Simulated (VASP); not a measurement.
An input for Ansatz (written as the equivalent of a VASP run, and not itself run):

Ansatz 0.2 input:
```yaml
crystal:
  lattice:
    - [0.0000000, 3.3379729, 3.3379729]
    - [3.3379729, 0.0000000, 3.3379729]
    - [3.3379729, 3.3379729, 0.0000000]
  atoms:
    - { symbol: Rb, position: [0.0000000, 0.0000000, 0.0000000] }
    - { symbol: Br, position: [0.5000000, 0.5000000, 0.5000000] }
kpoints:
  mp_grid: { grid: [6, 6, 6] }
hamiltonian:
  xc: lda
  pseudopotentials: { kind: paw }
scf:
  occupations: { method: gaussian, width: 0.05 }
  max_iter: 100
relax:
  max_steps: 60
  f_tol: 0.01
  cell: {}
output: { forces: true, stress: true, eigenvalues: true }
```

### Question
Write the VASP files for the same calculation (LDA).

### Answer
One answer among several that fit: 
POSCAR:
```
RbBr
1.0
  0.0000000000   3.3379729379   3.3379729379
  3.3379729379   0.0000000000   3.3379729379
  3.3379729379   3.3379729379   0.0000000000
Rb Br
1 1
direct
  0.0000000000   0.0000000000   0.0000000000
  0.5000000000   0.5000000000   0.5000000000
```

**INCAR**
```
SYSTEM = RbBr
PREC = Accurate; ENCUT = 400; LREAL = .FALSE.
LASPH = .TRUE.
EDIFF = 1E-6; NELM = 100; ALGO = Normal
LMAXMIX = 4
ISMEAR = 0; SIGMA = 0.05
IBRION = 2; NSW = 60; ISIF = 3
EDIFFG = -0.01
LWAVE = .FALSE.; LCHARG = .FALSE.
```

File KPOINTS:
```
Automatic mesh
0
Gamma
6 6 6
0 0 0
```

POTCAR, in this order: Rb_sv Br (LDA.64 set). Program: vasp_std.

The two are equivalent in intent, not identical: each code has its own PAW files, so the cut-off isn't converted (ENCUT is set for VASP's; basis.ecutwfc is left out, and Ansatz then takes the one that its files recommend); Ansatz stops its SCF on the density residual and VASP on the energy change (EDIFF); Ansatz's lda is the Perdew-Wang form, while the LDA potentials of VASP carry Perdew-Zunger's.

The compound is RbBr in the rock salt structure. It was relaxed first, which changed the volume by -9 %. The start is the result of an earlier pass.
